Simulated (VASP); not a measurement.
A VASP calculation is set up with these files.

### KPOINTS
```
Automatic mesh
0
Gamma
13 13 13
0 0 0
```

### INCAR
```
SYSTEM = BeS
PREC = Accurate
ENCUT = 500
EDIFF = 1E-6
NELM = 100
ALGO = Normal
LREAL = .FALSE.
LASPH = .TRUE.
ISMEAR = 1
SIGMA = 0.1
GGA = PS
LWAVE = .FALSE.
LCHARG = .FALSE.
IBRION = 2
ISIF = 3
NSW = 40
EDIFFG = -0.02
PSTRESS = 50
```

### POSCAR
```
BeS
1
    2.8962494483     0.0000000000     0.0000000000
    0.0000000000     2.8962494483     0.0000000000
    0.0000000000     0.0000000000     2.8962494483
Be S
1 1
Direct
  0.0000000000   0.0000000000   0.0000000000
  0.5000000000   0.5000000000   0.5000000000
```

POTCAR, in this order: Be S (PBE.64 set). Program: vasp_std.

Write an equivalent input for Quantum ESPRESSO's pw.x.

One equivalent input (not run):
```
&CONTROL
  calculation = 'vc-relax'
  pseudo_dir = './pseudo'
  outdir = './out'
  tprnfor = .true.
  tstress = .true.
  nstep = 40
  forc_conv_thr = 0.00078
/
&SYSTEM
  ibrav = 0
  nat = 2
  ntyp = 2
  ecutwfc = 88
  occupations = 'smearing'
  smearing = 'methfessel-paxton'
  degauss = 0.00735
  input_dft = 'pbesol'
/
&ELECTRONS
  conv_thr = 7.3e-08
  electron_maxstep = 100
/
&IONS
/
&CELL
  press = 50
/
ATOMIC_SPECIES
  Be 9.012 Be.upf
  S 32.060 S.upf
CELL_PARAMETERS angstrom
     2.8962494    0.0000000    0.0000000
     0.0000000    2.8962494    0.0000000
     0.0000000    0.0000000    2.8962494
ATOMIC_POSITIONS crystal
  Be   0.0000000  0.0000000  0.0000000
  S    0.5000000  0.5000000  0.5000000
K_POINTS automatic
  13 13 13 0 0 0
```
What does not carry over: the potentials are each code's own (VASP's PAW set, PseudoDojo norm-conserving files in pw.x), so ENCUT and ecutwfc are chosen apart and not converted; conv_thr bounds pw.x's estimated SCF error, while EDIFF bounds the energy change between steps; forc_conv_thr acts on force components and is met together with etot_conv_thr.

The structure was generated: BeS was put into the CsCl type type (Pm-3m), which need not be its known phase. This run relaxes it under an external pressure of 5 GPa. Symmetry was kept, so distortions that lower it aren't found.
